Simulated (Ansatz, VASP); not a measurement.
# TiSi2: VASP beside Ansatz, part 2 of 3

Aim: how closely do two programs agree when they are given the same cell, functional and k mesh? Of the first pair: The cell is taken from a series of runs on this material, whose earlier steps may have relaxed, scaled, displaced or heated it; both programs get it as it stands.

VASP 6.6.1 and Ansatz 0.2.0.

So far: Set-up; VASP: relaxation of cell and atoms, PBEsol.

## Step 3: Ansatz: relaxation of cell and atoms, PBEsol

Level of this step: Ansatz beside VASP: Kohn-Sham DFT, plane waves, PBEsol (Ansatz).

Ansatz runs on its PAW soft_1 files.

The same cell, functional, mesh and smearing now go to Ansatz, which takes its cutoff from its data sets.

Input file input.yaml:

```yaml
crystal:
  lattice:
    - [1.7583913933, -6.6743020434, 0.0]
    - [1.7583913933, 6.6743020434, 0.0]
    - [0.0, 0.0, 3.5554842114]
  atoms:
    - { symbol: Si, position: [0.5599799854, 0.4400200146, 0.75] }
    - { symbol: Si, position: [0.4400200146, 0.5599799854, 0.25] }
    - { symbol: Si, position: [0.2497197124, 0.7502802876, 0.75] }
    - { symbol: Si, position: [0.7502802876, 0.2497197124, 0.25] }
    - { symbol: Ti, position: [0.8975103658, 0.1024896342, 0.75] }
    - { symbol: Ti, position: [0.1024896342, 0.8975103658, 0.25] }
kpoints:
  mp_grid: { grid: [12, 12, 12] }
hamiltonian:
  xc: pbesol
  pseudopotentials: { kind: paw, azcp: { folder: soft_1 }, xc_functional: pbe }
scf:
  occupations: { method: methfessel_paxton, width: 0.2 }
output:
  forces: true
  stress: true
  eigenvalues: true
relax:
  adjacent_minimum: "off"
  f_tol: 0.001
  max_steps: 60
  cell: { stress_tol: 0.01 }
```

Started as:

```
ansatz run input.yaml --threads 8 --pin off --max-ram 16384MiB --backend cpu --events-out ev --progress --plain --runs-dir out
```

Numbers of over 12 decimals in the logs are rounded to 6 here.

Log:

```text
Engine: ansatz 0.2.0, aarch64-unknown-linux-gnu
Pseudopotentials: kind: paw
Pseudopotential: Si, paw, valence charge 4, recommended cutoff 420 eV (normal), soft_1/Si.paw.azcp
Pseudopotential: Ti, paw, valence charge 12, recommended cutoff 420 eV (normal), soft_1/Ti.paw.azcp
Functional definition: PBEsol
  exchange = pbesol_x
  correlation = pbesol_c
Crystal: 6 atoms, lattice volume = 83.455 Å³
Basis set: ecut = 420 eV, 1625 PW (Γ), exchange–correlation on 96×96×48 points (8 copies of the dense FFT grid, shifted against one another)
Bands: 26, of which v1, the nominal top of the filled ones, is band 20 counted from 1 (19 counted from 0)
Symmetry: 8 space group operations
Space group: Cmcm (ITA 63), of the structure as read, at distance tolerance 4.4e-5 Å
k-points: 301 of 1728
Non-local potential: Si, projectors of the file, l = 0: 2, l = 1: 2, l = 2: 1
Non-local potential: Ti, projectors of the file, l = 0: 3, l = 1: 2, l = 2: 3, l = 3: 1
PAW form: soft (Blöchl's): semilocal exchange-correlation on the pseudo side does not see the compensation charge
PAW frozen core: Si, regenerated for the run's functional, and the local potential with it (the file was generated under x = pbe(κ = 0.804, μ = 0.219515), c = pbe(β = 0.066725))
PAW frozen core: Ti, regenerated for the run's functional, and the local potential with it (the file was generated under x = pbe(κ = 0.804, μ = 0.219515), c = pbe(β = 0.066725))
PAW one-centre angular grid: Si, 110 points (default); XC on 64 Gauss nodes
PAW one-centre angular grid: Ti, 590 points (default); XC on 64 Gauss nodes
Initial density: superposition of atomic densities (chi_scale 0.1, normalization cell, long waves kept (reshape's long-wave potential 0.03 eV rms))
Initial wavefunctions: pseudopotential atomic-orbital guess
Functional: x = pbesol(κ = 0.804, μ = 0.123457), c = pbesol(β = 0.046)
SCF iter   1: F=—  HF=-7438.475909 eV  |F-HF|=—  |Δ(HF+E_count)|=         —  Δρ=3.73e-2  dr2=2.64e0  ethr=3.10e-3  ⟨swp⟩=6.0  Hψ=35398  notcnv=0
preconditioner: auto → Kerker (q_TF=auto, 2.414 Å⁻¹)  [metal: Δε(μ)=0.004 eV  Ē_g=6.443 eV  σ=0.200 eV  W_gap=0.02  n_scr=18 (ndim 8)  ℏωp=19.9 eV  f_vac=0.000  D(μ)=1.70/eV (n_scr^D=10)]
SCF iter   2: F=—  HF=-7438.076704 eV  |F-HF|=—  |Δ(HF+E_count)|=   3.99e-1  S|Δr|=    0.00e0  Δρ=2.33e-2  dr2=1.04e0  ethr=3.10e-3  ⟨swp⟩=1.4  Hψ=10397  notcnv=0  defer=16
SCF iter   3: F=—  HF=-7437.812167 eV  |F-HF|=—  |Δ(HF+E_count)|=   2.65e-1  S|Δr|=    0.00e0  Δρ=2.55e-3  dr2=1.00e-2  ethr=2.60e-3  ⟨swp⟩=2.1  Hψ=12223  notcnv=0  defer=25
SCF iter   4: F=—  HF=-7437.810388 eV  |F-HF|=—  |Δ(HF+E_count)|=   1.78e-3  S|Δr|=    0.00e0  Δρ=1.01e-3  dr2=1.14e-3  ethr=2.50e-5  ⟨swp⟩=2.3  Hψ=12391  notcnv=0  defer=130
SCF iter   5: F=—  HF=-7437.810181 eV  |F-HF|=—  |Δ(HF+E_count)|=   2.06e-4  S|Δr|=    0.00e0  Δρ=2.26e-4  dr2=8.21e-5  ethr=2.85e-6  ⟨swp⟩=2.0  Hψ=9721  notcnv=0  defer=130
SCF iter   6: F=—  HF=-7437.810185 eV  |F-HF|=—  |Δ(HF+E_count)|=   3.48e-6  S|Δr|=    0.00e0  Δρ=4.37e-5  dr2=1.31e-6  ethr=2.05e-7  ⟨swp⟩=2.1  Hψ=10352  notcnv=0  defer=160
SCF iter   7: F=-7437.810184 eV  HF=-7437.810184 eV  |F-HF|=2.89e-8  |Δ(HF+E_count)|=   4.50e-7  S|Δr|=    0.00e0  Δρ=9.61e-6  dr2=4.32e-8  ethr=2.50e-10  ⟨swp⟩=8.4  Hψ=38225  notcnv=0
SCF 1 converged in 7 iterations: F = -7437.810184 eV  dr2 = 4.32e-8
  greatest PAW one-centre occupation: 0.998 electrons in one spin orbital (limit 2), on the Ti atom at site 5 (counted from 0), in its partial waves of l = 0
relax step   1: F+E_penalty+E_count = -7437.81018442 eV  Δ(F+E_penalty+E_count) = +0.000e0 eV  max|allowed force component| = 1.218e-2 eV/Å  Δτ_max = 0.0000 Å  P = -0.015 GPa  Ω = 83.455 Å³  (7 SCF iters, dr2 threshold 1.00e-7 eV, accepted)
[...]
relax step   2: F+E_penalty+E_count = -7437.81021262 eV  Δ(F+E_penalty+E_count) = -2.820e-5 eV  max|allowed force component| = 5.361e-3 eV/Å  Δτ_max = 0.0009 Å  P = +0.007 GPa  Ω = 83.432 Å³  energy of the carried Pulay correction = +3.091e-6 eV  (4 SCF iters, dr2 threshold 2.60e-8 eV, accepted)
[...]
relax step   3: F+E_penalty+E_count = -7437.81021882 eV  Δ(F+E_penalty+E_count) = -6.204e-6 eV  max|allowed force component| = 3.143e-3 eV/Å  Δτ_max = 0.0003 Å  P = +0.005 GPa  Ω = 83.434 Å³  energy of the carried Pulay correction = +2.915e-6 eV  (4 SCF iters, dr2 threshold 4.87e-9 eV, accepted)
[...]
relax step   4: F+E_penalty+E_count = -7437.81021992 eV  Δ(F+E_penalty+E_count) = -1.099e-6 eV  max|allowed force component| = 5.102e-4 eV/Å  Δτ_max = 0.0002 Å  P = +0.001 GPa  Ω = 83.434 Å³  energy of the carried Pulay correction = +2.834e-6 eV  (4 SCF iters, dr2 threshold 6.18e-10 eV, accepted)
[...]
relax step   5: F+E_penalty+E_count = -7437.81021693 eV  Δ(F+E_penalty+E_count) = +2.991e-6 eV  max|allowed force component| = 5.171e-4 eV/Å  Δτ_max = 0.0000 Å  P = +0.001 GPa  Ω = 83.434 Å³  stress off target by 2.48e-3 GPa  SCF on the basis re-selected at this cell (its energy is not comparable with the rows above)  (4 SCF iters)
basis re-selected at this cell: Δ(F+E_penalty+E_count) = +2.991e-6 eV, ΔP = +0.000 GPa vs the last step (what re-selecting the basis moved, of the pressure what is left beyond the Pulay correction that the steps carried, after the strain that the cell walked since its last selection, with what the two solves' SCF thresholds leave and, on support functions, any second-order correction that the steps lacked; it is no m [...]
SCF converged after 4 iterations
Stability not checked: this state was not tested for a lower state beside it, because cold or Methfessel-Paxton smearing, or corrected tetrahedra, fill the levels in a way that the test cannot read (fill_not_monotonic; see scf.lower_state_search)
Free energy (F): -7437.810217 eV
Harris-Foulkes:  -7437.810217 eV  (|F-HF|=1.82e-12)
Internal energy: -7437.810114 eV  (E = F + TS)
E sigma→0 (E₀):  -7437.810191 eV
Entropy (-TS):   -0.000103 eV (-0.017 meV/atom)
Fermi energy:    13.127892 eV
Step filling:    the computed levels leave a gap of 0.0002 eV = 0.0 smearing widths at the electron count; against every level under it full and every level over it empty, smearing changes F+E_penalty+E_count by +0.241 meV and its σ→0 estimate by +0.266 meV
--- Per-component energies (eV) ---
  E_band       = -214.302484
  E_kinetic    = 738.377474
  E_local      = -2159.026764  (includes V_loc(G=0)·N_el)
  E_nonlocal   = 215.850034
  E_hartree    = 918.245539
  E_xc         = -462.442521
  E_vxc        = -492.143346  (∫ρ·V_xc dr)
  E_paw        = -4025.947114  (= ΣΔE_a)
  E_vpaw       = -353.850931  (= ΣTr[D̂ρ^β])
  E_aug_tail   = -0.000022  (compensation charges beyond the density's cutoff)
  E_ewald      = -2663.271753
  E_core_change = 0.405012  (= ΣΔE_core)
  E_smearing   = -0.000103  (= −TS)
  E_closure    = -0.000000  (closes the sum)
  Σ components = -7437.810217   (vs F -7437.810217, Δ=0.00e0)
--- Forces (eV/Å), atoms counted from 1 ---
  atom   1  Si    -0.00000000    -0.00047237     0.00000000
  atom   2  Si     0.00000000     0.00047237     0.00000000
  atom   3  Si     0.00000000     0.00022342     0.00000000
  atom   4  Si    -0.00000000    -0.00022342     0.00000000
  atom   5  Ti     0.00000000    -0.00051713     0.00000000
  atom   6  Ti    -0.00000000     0.00051713     0.00000000
  max |Σ_I F_I| component: 2.17e-19 eV/Å
--- Stress (GPa, compression-positive) ---
       -0.000846      -0.000000       0.000000
       -0.000000       0.002480       0.000000
        0.000000       0.000000       0.001534
  P = ⅓ Tr σ = 0.0011 GPa (0.011 kbar)
--- Band table (eV; the first three rows and the last of 301) ---
  k-point 0: bands = [... 16 lower, 10.9296, 11.0897, 11.1110, 13.5769, 13.9417, 13.9535, 14.0262, 14.4571, ... 2 higher]
  k-point 1: bands = [... 16 lower, 10.9611, 11.0767, 11.3666, 13.4011, 13.7123, 13.9025, 14.2316, 14.7315, ... 2 higher]
  k-point 2: bands = [... 16 lower, 11.0604, 11.1887, 11.9518, 13.0446, 13.4591, 13.6663, 14.6591, 14.8303, ... 2 higher]
  k-point 300: bands = [... 16 lower, 11.0200, 11.0200, 12.2392, 12.2392, 13.6825, 13.6825, 14.8067, 14.8067, ... 2 higher]
--- Relaxed structure (4 steps of the walk, 4 accepted, 1 SCFs on fresh bases) ---
  F+E_penalty+E_count = -7437.81021693 eV   max|allowed force component| = 5.171e-4 eV/Å   (the final SCF, on the basis selected at the relaxed cell)
  cell:  # Å, volume = 83.4343 Å³
    - [1.757654, -6.673683, 0.0]
    - [1.757654, 6.673683, 0.0]
    - [0.0, 0.0, 3.556439]
  atoms:
    - { symbol: Si, position: [0.560040, 0.439960, 0.750000] }
    - { symbol: Si, position: [0.439960, 0.560040, 0.25] }
    - { symbol: Si, position: [0.249642, 0.750358, 0.750000] }
    - { symbol: Si, position: [0.750358, 0.249642, 0.25] }
    - { symbol: Ti, position: [0.897531, 0.102469, 0.750000] }
    - { symbol: Ti, position: [0.102469, 0.897531, 0.25] }
```

## Step 4: Comparison

Known differences besides the potentials themselves: the cutoff is 420 eV in Ansatz and 500 eV in VASP; Ansatz makes its cores anew for this functional, VASP keeps those of its PBE data sets; Ansatz adds a Pulay correction to the stress that steers its cell, VASP none. Total energies have different zeros and are not compared.

The two programs side by side:

```csv
quantity,Ansatz,VASP,difference
volume (Å³),83.43,83.52,-0.10 %
"edge a after relaxation, in the typed setting (Å)",6.901,6.903,-0.03 %
"edge c after relaxation, in the typed setting (Å)",3.556,3.558,-0.04 %
```

## Step 5: Ansatz: relaxation, PBEsol

This run makes the geometry at which the two programs are then compared.

The structure compared here is the end of the Ansatz relaxation.

input.yaml, the sections that differ from step 3:

```yaml
crystal:
  lattice:
    - [1.7056115695, -6.367093083, 0.0]
    - [1.7056115695, 6.367093083, 0.0]
    - [0.0, 0.0, 3.4572886001]
  atoms:
    - { symbol: Si, position: [0.5621637726, 0.4378362274, 0.75] }
    - { symbol: Si, position: [0.4378362274, 0.5621637726, 0.25] }
    - { symbol: Si, position: [0.2493959457, 0.7506040543, 0.75] }
    - { symbol: Si, position: [0.7506040543, 0.2493959457, 0.25] }
    - { symbol: Ti, position: [0.8990995456, 0.1009004544, 0.75] }
    - { symbol: Ti, position: [0.1009004544, 0.8990995456, 0.25] }
relax:
  adjacent_minimum: "off"
  f_tol: 0.001
  max_steps: 60
  cell: { stress_tol: 0.01, fix: [volume] }
# kpoints, hamiltonian, scf, output: as in step 3
```

Log:

```text
[...]
Crystal: 6 atoms, lattice volume = 75.091 Å³
Basis set: ecut = 420 eV, 1455 PW (Γ), exchange–correlation on 90×90×48 points (8 copies of the dense FFT grid, shifted against one another)
Bands: 26, of which v1, the nominal top of the filled ones, is band 20 counted from 1 (19 counted from 0)
Symmetry: 8 space group operations
[...]
k-points: 301 of 1728
[...]
cell:  # Å, volume = 75.0908 Å³
    - [1.707892, -6.349653, 0.0]
    - [1.707892, 6.349653, 0.0]
    - [0.0, 0.0, 3.462156]
  atoms:
    - { symbol: Si, position: [0.562720, 0.437280, 0.75] }
    - { symbol: Si, position: [0.437280, 0.562720, 0.25] }
    - { symbol: Si, position: [0.249357, 0.750643, 0.75] }
    - { symbol: Si, position: [0.750643, 0.249357, 0.25] }
    - { symbol: Ti, position: [0.899460, 0.100540, 0.75] }
    - { symbol: Ti, position: [0.100540, 0.899460, 0.25] }
[key lines of the parts left out:]
SCF converged after 5 iterations
Free energy (F): -7437.379063 eV
Fermi energy:    14.820831 eV
P = ⅓ Tr σ = 18.1789 GPa (181.789 kbar)
```

## Step 6: VASP: single point, PBEsol, pair 2

The same cell, functional, mesh and smearing now go to VASP, with its own data sets.

Input file INCAR:

```
SYSTEM = TiSi2
PREC = Accurate
ENCUT = 500
EDIFF = 1E-06
NELM = 120
ISMEAR = 1
SIGMA = 0.2
LREAL = .FALSE.
ALGO = Normal
GGA = PS
NBANDS = 26
LASPH = .TRUE.
LORBIT = 11
LWAVE = .FALSE.
LCHARG = .FALSE.
ISIF = 2
GGA_COMPAT = .FALSE.
KPAR = 2
```

Input file POSCAR:

```
TiSi2
1.0
    1.7078917115     -6.3496533524      0.0000000000
    1.7078917115      6.3496533524      0.0000000000
    0.0000000000      0.0000000000      3.4621558920
Si Ti
4 2
Direct
    0.5627201118      0.4372798882      0.7500000000
    0.4372798882      0.5627201118      0.2500000000
    0.2493568574      0.7506431426      0.7500000000
    0.7506431426      0.2493568574      0.2500000000
    0.8994596881      0.1005403119      0.7500000000
    0.1005403119      0.8994596881      0.2500000000
```

Input file KPOINTS:

```
Automatic mesh
0
Gamma
12 12 12
0 0 0
```

PAW data sets: Si and Ti_sv (PBE family, release 64).

Started as:

```
mpirun -np 2 vasp_std
```

Log:

```text
[banner, memory and clock lines left out]
running    2 mpi-ranks, on    1 nodes
[...]
[... a notice as in an earlier step ...]

 LDA part: xc-table for (Slater+PW92), standard interpolation
 POSCAR, INCAR and KPOINTS ok, starting setup
[...]
entering main loop
       N       E                     dE             d eps       ncg     rms          rms(c)
DAV:   1     0.391077395860E+03    0.39108E+03   -0.18859E+04 15660   0.162E+03
DAV:   2     0.263471839364E+01   -0.38844E+03   -0.38156E+03 15678   0.469E+02
DAV:   3    -0.433717245174E+02   -0.46006E+02   -0.45302E+02 27658   0.132E+02
DAV:   4    -0.464454826943E+02   -0.30738E+01   -0.30565E+01 21172   0.322E+01
[...]
DAV:  11    -0.432505436596E+02   -0.56380E-05   -0.10947E-03 21226   0.277E-01    0.263E-02
DAV:  12    -0.432505404347E+02    0.32248E-05   -0.10276E-04 23382   0.731E-02    0.923E-03
DAV:  13    -0.432505402944E+02    0.14034E-06   -0.74183E-06 19032   0.245E-02
   1 F= -.43250540E+02 E0= -.43250673E+02  d E =0.398314E-03
```

OUTCAR, selected parts (step 6):

```text
  Total        8.5810592      8.5416392      8.5964899      0.0000000     -0.0000000      0.0000000
  in kB      183.0899553    182.2488686    183.4191923      0.0000000     -0.0000000      0.0000000
  external PRESSURE =     182.9193387 kB  Pullay stress =       0.0000000 kB

 POSITION                                       TOTAL-FORCE (eV/Angst)
 -----------------------------------------------------------------------------------
      1.70789     -0.79650      2.59662         0.000000     -0.001007      0.000000
      1.70789      0.79650      0.86554         0.000000      0.001007      0.000000
      1.70789      3.18299      2.59662         0.000000      0.000115     -0.000000
      1.70789     -3.18299      0.86554         0.000000     -0.000115     -0.000000
      1.70789     -5.07286      2.59662         0.000000     -0.000695      0.000000
      1.70789      5.07286      0.86554         0.000000      0.000695     -0.000000
 -----------------------------------------------------------------------------------
    total drift:                                0.000000     -0.000000     -0.000000

  FREE ENERGIE OF THE ION-ELECTRON SYSTEM (eV)
  ---------------------------------------------------
  free  energy   TOTEN  =       -43.2505402944 eV

  energy  without entropy=      -43.2509386079  energy(sigma->0) =      -43.25067307

[... 1 part as in an earlier step ...]

[... 2 further parts left out ...]
[key lines of the parts left out:]
E-fermi :  12.1346
```

The run ends at a pressure of 18.29 GPa, with forces up to 0.0010 eV/Å.

(Part 2 of 3 ends here.)

[Lines on the potential files, build, host, timing and source positions are cut from VASP's logs without a mark.]

[Logs are printed without paths, hosts, clocks, repeated set-up lines and the standing remarks that a program may print on its own settings, such as how far it seeks lower states.]

[Hosts, paths, dates, database ids (printed as entryN), source tags and the programs' standing remarks are cut or masked in the printed files.]
